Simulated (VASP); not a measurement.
Runs of VASP 6.6.1 on Si. The structure is tetragonal, space group I4_1/amd (No. 141). The conventional cell has a = 3.836 Å, b = 3.836 Å, c = 5.442 Å, α = 90.00°, β = 90.00°, γ = 90.00°. Si (site symmetry -4m2) has 4 Si at 2.35 Å as nearest neighbours.

```csv
level,potentials or basis,pressure (GPa),moment (μB)
PBE,"VASP PAW PBE potentials, release 64 (Si)",1.9,0.00
LDA,"VASP PAW LDA potentials, release 64 (Si)",-1.5,0.00
r2SCAN,"VASP PAW PBE potentials, release 64 (Si)",(a),0.00
TB-mBJ,"VASP PAW PBE potentials, release 64 (Si)",-,0.00
```

Alike in all rows: task single point; spin non-collinear, zero start, SOC; cell as given; k mesh 8 × 8 × 8; cutoff (eV) 520; smearing gaussian 0.02 eV.

**Question.** Fill in the values left out.

**Answer.** (a) 0.5.

Caveats: the PAW data sets were made with another functional, which shifts forces and pressure a little (some runs).
